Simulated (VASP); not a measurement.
Calculation: LDA (Ceperley-Alder, Perdew-Zunger), VASP's LDA PAW potentials (set 64) (plane waves; VASP 6.6.1).

VASP input:

### POSCAR
```
Bi2Te3
1
    4.3527953375    -0.0000000000    -0.0000000000
   -2.1763976688     3.7696310762    -0.0000000000
    0.0000000000     0.0000000000    30.1161221400
Bi Te
6 9
Direct
  0.3333330000   0.6666670000   0.2668684038
  0.3333330000   0.6666670000   0.0664655962
  0.0000000000   0.0000000000   0.6002014038
  0.0000000000   0.0000000000   0.3997985962
  0.6666670000   0.3333330000   0.9335344038
  0.6666670000   0.3333330000   0.7331315962
  0.0000000000   0.0000000000   0.0000000000
  0.6666670000   0.3333330000   0.1233465066
  0.0000000000   0.0000000000   0.2099864934
  0.6666670000   0.3333330000   0.3333330000
  0.3333330000   0.6666670000   0.4566805066
  0.6666670000   0.3333330000   0.5433194934
  0.3333330000   0.6666670000   0.6666670000
  0.0000000000   1.0000000000   0.7900135066
  0.3333330000   0.6666670000   0.8766534934
```

**INCAR**
```
SYSTEM=Bi2Te3
PREC=Accurate; ENCUT=480; LREAL=Auto
LASPH=T
EDIFF=1E-6; NELM=100; ALGO=Normal
LMAXMIX=4
ISMEAR=0; SIGMA=0.05
IBRION=2; NSW=60; ISIF=3
EDIFFG=-0.02
LWAVE=F; LCHARG=F
```

File KPOINTS:
```
Automatic mesh
0
Gamma
5 5 1
0 0 0
```

POTCAR, in this order: Bi_d Te (LDA.64 set). Program: vasp_std.

The resulting files:

### OUTCAR
```
 ion  position               nearest neighbor table
   1  0.333  0.667  0.267-   9 3.04   9 3.04   9 3.04  10 3.21  10 3.21  10 3.21
   2  0.333  0.667  0.066-   8 3.04   8 3.04   8 3.04   7 3.21   7 3.21   7 3.21
   3  0.000  0.000  0.600-  12 3.04  12 3.04  12 3.04  13 3.21  13 3.21  13 3.21
   4  0.000  0.000  0.400-  11 3.04  11 3.04  11 3.04  10 3.21  10 3.21  10 3.21
   5  0.667  0.333  0.934-  15 3.04  15 3.04  15 3.04   7 3.21   7 3.21   7 3.21
   6  0.667  0.333  0.733-  14 3.04  14 3.04  14 3.04  13 3.21  13 3.21  13 3.21
   7  0.000  0.000  0.000-   2 3.21   5 3.21   2 3.21   5 3.21   5 3.21   2 3.21
   8  0.667  0.333  0.123-   2 3.04   2 3.04   2 3.04   9 3.62   9 3.62   9 3.62
   9  0.000  0.000  0.210-   1 3.04   1 3.04   1 3.04   8 3.62   8 3.62   8 3.62
  10  0.667  0.333  0.333-   1 3.21   1 3.21   1 3.21   4 3.21   4 3.21   4 3.21
  11  0.333  0.667  0.457-   4 3.04   4 3.04   4 3.04  12 3.62  12 3.62  12 3.62
  12  0.667  0.333  0.543-   3 3.04   3 3.04   3 3.04  11 3.62  11 3.62  11 3.62
  13  0.333  0.667  0.667-   6 3.21   6 3.21   6 3.21   3 3.21   3 3.21   3 3.21
  14  0.000  0.000  0.790-   6 3.04   6 3.04   6 3.04  15 3.62  15 3.62  15 3.62
  15  0.333  0.667  0.877-   5 3.04   5 3.04   5 3.04  14 3.62  14 3.62  14 3.62
  LATTYP: Found a hexagonal cell.
 ALAT       =     4.3527953375
 C/A-ratio  =     6.9188004041
 Subroutine PRICEL returns following result:
  LATTYP: Found a trigonal (rhomboedric) cell.
 ALAT       =    10.3484809912
 COS(alpha) =     0.9115387079
 Subroutine GETGRP returns: Found 12 space group operations
The static configuration has the point symmetry D_3d.
...
```

**OSZICAR**
```
...
DAV:  12    -0.648229880454E+02   -0.69277E-04   -0.14135E-03  1096   0.818E-02    0.143E-01
DAV:  13    -0.648230011427E+02   -0.13097E-04   -0.10010E-04   888   0.251E-02    0.124E-01
DAV:  14    -0.648230274655E+02   -0.26323E-04   -0.82965E-05  1032   0.263E-02    0.374E-02
DAV:  15    -0.648229718422E+02    0.55623E-04   -0.64733E-05  1104   0.340E-02    0.156E-02
DAV:  16    -0.648229715618E+02    0.28046E-06   -0.30229E-05   848   0.114E-02    0.942E-03
DAV:  17    -0.648229717321E+02   -0.17036E-06   -0.11716E-06   568   0.459E-03
   1 F= -.64822972E+02 E0= -.64822906E+02  d E =-.648230E+02
       N       E                     dE             d eps       ncg     rms          rms(c)
DAV:   1    -0.648245543452E+02   -0.15828E-02   -0.33055E-01   940   0.190E+00    0.184E-01
DAV:   2    -0.648252647169E+02   -0.71037E-03   -0.13885E-02  1056   0.499E-01    0.846E-02
DAV:   3    -0.648251218521E+02    0.14286E-03   -0.11436E-03  1266   0.183E-01    0.416E-02
DAV:   4    -0.648250953572E+02    0.26495E-04   -0.10251E-04  1064   0.570E-02    0.212E-02
DAV:   5    -0.648250923470E+02    0.30102E-05   -0.21908E-05   962   0.191E-02    0.134E-02
DAV:   6    -0.648250923542E+02   -0.72705E-08   -0.46800E-06   888   0.731E-03
   2 F= -.64825092E+02 E0= -.64825028E+02  d E =-.212062E-02
       N       E                     dE             d eps       ncg     rms          rms(c)
DAV:   1    -0.648251062019E+02   -0.13855E-04   -0.57394E-01   904   0.251E+00    0.241E-01
DAV:   2    -0.648265201820E+02   -0.14140E-02   -0.25971E-02  1032   0.675E-01    0.116E-01
DAV:   3    -0.648262757981E+02    0.24438E-03   -0.21069E-03  1278   0.243E-01    0.611E-02
DAV:   4    -0.648262202436E+02    0.55555E-04   -0.19331E-04  1072   0.798E-02    0.322E-02
DAV:   5    -0.648262126517E+02    0.75919E-05   -0.45465E-05   976   0.285E-02    0.191E-02
DAV:   6    -0.648262128089E+02   -0.15717E-06   -0.95689E-06   976   0.112E-02
   3 F= -.64826213E+02 E0= -.64826151E+02  d E =-.324108E-02
       N       E                     dE             d eps       ncg     rms          rms(c)
DAV:   1    -0.648384157654E+02   -0.12203E-01   -0.42042E-01  1056   0.400E+00    0.605E-01
DAV:   2    -0.648290364381E+02    0.93793E-02   -0.24527E-02  1084   0.108E+00    0.254E-01
DAV:   3    -0.648267609755E+02    0.22755E-02   -0.79218E-03  1148   0.561E-01    0.708E-02
DAV:   4    -0.648267447067E+02    0.16269E-04   -0.46415E-04  1082   0.107E-01    0.511E-02
DAV:   5    -0.648267366937E+02    0.80130E-05   -0.70755E-05  1008   0.439E-02    0.215E-02
DAV:   6    -0.648267383639E+02   -0.16702E-05   -0.21715E-05  1026   0.232E-02    0.612E-03
DAV:   7    -0.648267378510E+02    0.51293E-06   -0.21095E-06   504   0.116E-02
   4 F= -.64826738E+02 E0= -.64826663E+02  d E =-.525042E-03
       N       E                     dE             d eps       ncg     rms          rms(c)
DAV:   1    -0.648269886010E+02   -0.25024E-03   -0.87253E-03  1074   0.582E-01    0.869E-02
DAV:   2    -0.648267961924E+02    0.19241E-03   -0.50014E-04  1084   0.157E-01    0.362E-02
DAV:   3    -0.648267493132E+02    0.46879E-04   -0.16608E-04  1148   0.809E-02    0.101E-02
DAV:   4    -0.648267489634E+02    0.34981E-06   -0.86342E-06   960   0.143E-02
   5 F= -.64826749E+02 E0= -.64826676E+02  d E =-.536155E-03
       N       E                     dE             d eps       ncg     rms          rms(c)
DAV:   1    -0.648273700091E+02   -0.62070E-03   -0.11623E-01   978   0.111E+00    0.136E-01
DAV:   2    -0.648274433330E+02   -0.73324E-04   -0.50387E-03  1138   0.370E-01    0.780E-02
DAV:   3    -0.648273315618E+02    0.11177E-03   -0.24219E-04  1146   0.862E-02    0.514E-02
DAV:   4    -0.648272836082E+02    0.47954E-04   -0.98616E-05  1066   0.604E-02    0.110E-02
DAV:   5    -0.648272862791E+02   -0.26708E-05   -0.45271E-05  1016   0.385E-02    0.794E-03
DAV:   6    -0.648272861992E+02    0.79870E-07   -0.13993E-06   524   0.620E-03
   6 F= -.64827286E+02 E0= -.64827206E+02  d E =-.537236E-03
       N       E                     dE             d eps       ncg     rms          rms(c)
DAV:   1    -0.648290045755E+02   -0.17183E-02   -0.10413E+00   970   0.330E+00    0.405E-01
DAV:   2    -0.648296018958E+02   -0.59732E-03   -0.44555E-02  1090   0.102E+00    0.234E-01
DAV:   3    -0.648286592560E+02    0.94264E-03   -0.25802E-03  1170   0.250E-01    0.156E-01
DAV:   4    -0.648282188642E+02    0.44039E-03   -0.80438E-04  1056   0.177E-01    0.330E-02
DAV:   5    -0.648282409629E+02   -0.22099E-04   -0.39896E-04  1050   0.112E-01    0.250E-02
DAV:   6    -0.648282415374E+02   -0.57458E-06   -0.21467E-05  1098   0.220E-02    0.183E-02
DAV:   7    -0.648282397024E+02    0.18351E-05   -0.33853E-06   702   0.128E-02    0.685E-03
DAV:   8    -0.648282396937E+02    0.86766E-08   -0.94093E-07   460   0.534E-03
   7 F= -.64828240E+02 E0= -.64828132E+02  d E =-.149073E-02
       N       E                     dE             d eps       ncg     rms          rms(c)
DAV:   1    -0.648286544850E+02   -0.41478E-03   -0.21708E-01   962   0.152E+00    0.185E-01
DAV:   2    -0.648288266553E+02   -0.17217E-03   -0.97187E-03  1162   0.498E-01    0.108E-01
DAV:   3    -0.648286142763E+02    0.21238E-03   -0.42186E-04  1144   0.115E-01    0.723E-02
DAV:   4    -0.648285224991E+02    0.91777E-04   -0.19597E-04  1062   0.852E-02    0.157E-02
DAV:   5    -0.648285275814E+02   -0.50823E-05   -0.85648E-05  1058   0.531E-02    0.111E-02
DAV:   6    -0.648285274321E+02    0.14933E-06   -0.32794E-06   660   0.881E-03
   8 F= -.64828527E+02 E0= -.64828406E+02  d E =-.177847E-02
       N       E                     dE             d eps       ncg     rms          rms(c)
DAV:   1    -0.648294314476E+02   -0.90387E-03   -0.86812E-01   970   0.302E+00    0.371E-01
DAV:   2    -0.648299183646E+02   -0.48692E-03   -0.37180E-02  1090   0.939E-01    0.215E-01
DAV:   3    -0.648291261181E+02    0.79225E-03   -0.21826E-03  1170   0.232E-01    0.143E-01
DAV:   4    -0.648287628077E+02    0.36331E-03   -0.67964E-04  1064   0.163E-01    0.306E-02
DAV:   5    -0.648287806722E+02   -0.17864E-04   -0.33240E-04  1052   0.101E-01    0.228E-02
DAV:   6    -0.648287810912E+02   -0.41902E-06   -0.17733E-05  1082   0.201E-02    0.165E-02
DAV:   7    -0.648287796014E+02    0.14898E-05   -0.26635E-06   616   0.116E-02    0.601E-03
DAV:   8    -0.648287796006E+02    0.85674E-09   -0.76848E-07   448   0.502E-03
   9 F= -.64828780E+02 E0= -.64828628E+02  d E =-.203064E-02
       N       E                     dE             d eps       ncg     rms          rms(c)
DAV:   1    -0.648406049823E+02   -0.11825E-01   -0.62889E-01  1062   0.446E+00    0.678E-01
DAV:   2    -0.648315867938E+02    0.90182E-02   -0.34998E-02  1084   0.112E+00    0.287E-01
DAV:   3    -0.648295820173E+02    0.20048E-02   -0.62390E-03  1162   0.456E-01    0.112E-01
DAV:   4    -0.648293396418E+02    0.24238E-03   -0.10181E-03  1204   0.184E-01    0.352E-02
DAV:   5    -0.648293360221E+02    0.36197E-05   -0.49989E-05  1072   0.379E-02    0.287E-02
DAV:   6    -0.648293348536E+02    0.11685E-05   -0.21094E-05  1186   0.231E-02    0.969E-03
DAV:   7    -0.648293346544E+02    0.19925E-06   -0.13897E-06   498   0.828E-03
  10 F= -.64829335E+02 E0= -.64829191E+02  d E =-.555054E-03
       N       E                     dE             d eps       ncg     rms          rms(c)
DAV:   1    -0.648305636908E+02   -0.12288E-02   -0.58442E-02  1062   0.135E+00    0.208E-01
DAV:   2    -0.648297165934E+02    0.84710E-03   -0.32939E-03  1084   0.342E-01    0.887E-02
DAV:   3    -0.648295306028E+02    0.18599E-03   -0.57271E-04  1156   0.138E-01    0.354E-02
DAV:   4    -0.648295070527E+02    0.23550E-04   -0.97895E-05  1204   0.571E-02    0.104E-02
DAV:   5    -0.648295067038E+02    0.34888E-06   -0.44062E-06   758   0.117E-02
  11 F= -.64829507E+02 E0= -.64829361E+02  d E =-.727103E-03
```

File OUTCAR:
```
------------------------ aborting loop because EDIFF is reached ----------------------------------------
  FORCE on cell =-STRESS in cart. coord.  units (eV):
  Direction    XX          YY          ZZ          XY          YZ          ZX
  --------------------------------------------------------------------------------------
  Total       -0.2355542     -0.2355541      0.0370059      0.0000000      0.0000000     -0.0000000
  in kB       -0.7677234     -0.7677233      0.1206106      0.0000000      0.0000000     -0.0000000
  external PRESSURE =      -0.4716120 kB  Pullay stress =       0.0000000 kB
  volume of cell :      491.58
      direct lattice vectors                 reciprocal lattice vectors
     4.359566699 -0.000000000  0.000000000     0.229380594  0.132432957 -0.000000000
    -2.179783350  3.775495246 -0.000000000     0.000000000  0.264865914  0.000000000
     0.000000000 -0.000000000 29.866158664    -0.000000000 -0.000000000  0.033482712
 POSITION                                       TOTAL-FORCE (eV/Angst)
 -----------------------------------------------------------------------------------
     -0.00000      2.51700      7.96260        -0.000000      0.000000     -0.011890
     -0.00000      2.51700      1.99280         0.000000     -0.000000      0.011890
      0.00000     -0.00000     17.91798        -0.000000      0.000000     -0.011890
      0.00000     -0.00000     11.94818        -0.000000     -0.000000      0.011890
      2.17979      1.25850     27.87335        -0.000000      0.000000     -0.011890
      2.17979      1.25850     21.90356         0.000000     -0.000000      0.011890
     -0.00000      0.00000      0.00000         0.000000      0.000000      0.000000
      2.17979      1.25850      3.71430         0.000000      0.000000     -0.001143
      0.00000     -0.00000      6.24108         0.000000     -0.000000      0.001143
      2.17979      1.25850      9.95538        -0.000000     -0.000000      0.000000
     -0.00000      2.51700     13.66970         0.000000      0.000000     -0.001143
      2.17979      1.25850     16.19645         0.000000     -0.000000      0.001143
     -0.00000      2.51700     19.91078         0.000000     -0.000000      0.000000
      0.00000     -0.00000     23.62508        -0.000000      0.000000     -0.001143
     -0.00000      2.51700     26.15186         0.000000     -0.000000      0.001143
 -----------------------------------------------------------------------------------
    total drift:                                0.000000      0.000000      0.000000
  FREE ENERGIE OF THE ION-ELECTRON SYSTEM (eV)
  ---------------------------------------------------
  free  energy   TOTEN  =       -64.8295067038 eV

  energy  without entropy=      -64.8292145026  energy(sigma->0) =      -64.82936060

 reached required accuracy - stopping structural energy minimisation
```
(Selected blocks of OUTCAR.)

### CONTCAR
```
Bi2Te3
   1.00000000000000
     4.3595666992242830   -0.0000000000000897    0.0000000000000001
    -2.1797833496622969    3.7754952462440778   -0.0000000000000000
     0.0000000000000001   -0.0000000000000001   29.8661586641792915
  Bi              Te
     6     9
Direct
     0.3333330000000032    0.6666669999999968    0.2666095145927936
     0.3333330000000032    0.6666669999999968    0.0667244854072000
     0.0000000000000000    0.0000000000000000    0.5999425145927968
     0.0000000000000000    0.0000000000000000    0.4000574854072032
     0.6666669999999968    0.3333330000000032    0.9332755145928000
     0.6666669999999968    0.3333330000000032    0.7333904854072064
     0.0000000000000000    0.0000000000000000    0.0000000000000000
     0.6666669999999968    0.3333330000000032    0.1243647829279206
     0.0000000000000000    0.0000000000000000    0.2089682170720825
     0.6666669999999968    0.3333330000000032    0.3333330000000032
     0.3333330000000032    0.6666669999999968    0.4576987829279213
     0.6666669999999968    0.3333330000000032    0.5423012170720787
     0.3333330000000032    0.6666669999999968    0.6666669999999968
     0.0000000000000000    0.0000000000000000    0.7910317829279174
     0.3333330000000032    0.6666669999999968    0.8756352170720794
```

The compound is Bi2Te3 in the tetradymite structure. This run relaxes it. Symmetry was kept, so distortions that lower it aren't found. The start is the result of an earlier pass.
